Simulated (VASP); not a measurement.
## H22SO10: single point with r2SCAN+D3(BJ)

The system is H22SO10.

```
O H S
1.0
     7.11379    0.00000    0.00000
     0.00000    7.11379    0.00000
     0.00000    0.00000    7.11379
O H S
10 22 1
Direct
  0.98209 0.61135 0.79880
  0.37581 0.17941 0.34128
  0.28650 0.58859 0.01836
  0.06684 0.56114 0.35184
  0.61710 0.91629 0.84740
  0.34689 0.16306 0.82603
  0.62709 0.47841 0.25143
  0.91872 0.86955 0.14039
  0.42377 0.79360 0.53131
  0.59707 0.49054 0.86047
  0.98261 0.64218 0.67423
  0.83978 0.60502 0.84385
  0.45625 0.25917 0.25486
  0.28511 0.10176 0.25950
  0.18076 0.61291 0.93951
  0.25951 0.70758 0.08454
  0.97489 0.47326 0.40469
  0.17927 0.49858 0.36526
  0.56776 0.84769 0.74028
  0.64430 0.03699 0.80334
  0.33659 0.14053 0.68989
  0.39963 0.04549 0.87173
  0.70611 0.45912 0.13762
  0.51655 0.54150 0.18986
  0.80476 0.93161 0.10818
  0.91309 0.79699 0.26609
  0.52899 0.72116 0.53555
  0.43729 0.92509 0.49085
  0.53893 0.38586 0.83077
  0.46189 0.56197 0.86779
  0.92125 0.97858 0.50971
  0.92837 0.14109 0.73003
  0.85950 0.15217 0.54524
```

The cell was built by a generator and needn't be a form met in nature.

```json
{
  "Program": "VASP 6.6.1",
  "Task": "single point",
  "Functional": "r2SCAN",
  "Dispersion": "D3(BJ)",
  "Potentials or basis": "VASP PAW PBE potentials, release 64 (O, H, S)",
  "Cutoff": "520 eV",
  "k mesh": "1 × 1 × 1",
  "Occupations": "fermi-dirac, width 0.02 eV",
  "Spin": "no spin polarisation"
}
```

```yaml
Pressure: -0.3 GPa
Largest_force: 7.006 eV/Å
Band_gap_on_the_k_mesh: 4.50 eV, direct
Dispersion_energy_per_atom: -0.018 eV
```

Forces in eV/Å, atoms in the order of the input:
```
O   -2.830 -0.907  4.018
O   -0.883 -0.942 -1.983
O    0.393  1.816  1.146
O   -3.177  0.931  0.447
O   -0.130 -1.834  1.370
O   -0.325  0.166 -0.962
O   -0.650  0.392 -1.530
O    1.323 -1.373  2.335
O   -3.606  2.247  0.219
O   -0.050  6.868  0.737
H    0.003  0.721 -3.129
H    2.946  0.095 -1.147
H   -0.784 -0.863  1.100
H    1.594  1.696  1.214
H   -1.755 -1.058 -1.692
H    0.842 -0.549  0.450
H    0.340  0.263 -0.373
H    2.499 -1.261  0.216
H   -0.138  0.155  0.135
H    0.565  1.490 -0.891
H   -0.130  0.367  0.783
H    0.017  0.010  0.046
H   -0.637  0.238  0.923
H    1.163 -0.642  0.662
H   -0.834 -0.116  0.160
H   -0.245  1.256 -2.627
H    3.095 -1.622 -0.656
H    0.658 -0.814 -0.268
H   -2.270 -6.423 -1.636
H    2.804 -0.543  0.882
H    0.093 -0.051 -0.071
H   -0.321  0.215 -1.293
S    0.428  0.072  1.418
```

Stress tensor (GPa, compression positive):
```
-0.93 -0.21  0.37
-0.21  0.87  1.04
 0.37  1.04 -0.98
```

Levels at points of the mesh, in eV from the valence-band top:
```
           k point  band 42  band 43  band 44  band 45  band 46  band 47
(0.00, 0.00, 0.00)    -0.46    -0.30     0.00     4.50     5.77     6.74
```

Run time: 99 s on 1 thread of Intel(R) Xeon(R) 6975P-C (Granite Rapids), on a shared host, peak memory 0.43 GiB.

Caveat: the PAW data sets were made with another functional, which shifts forces and pressure a little. r2SCAN opens gaps a little over a GGA but as a rule still falls short of measured ones.
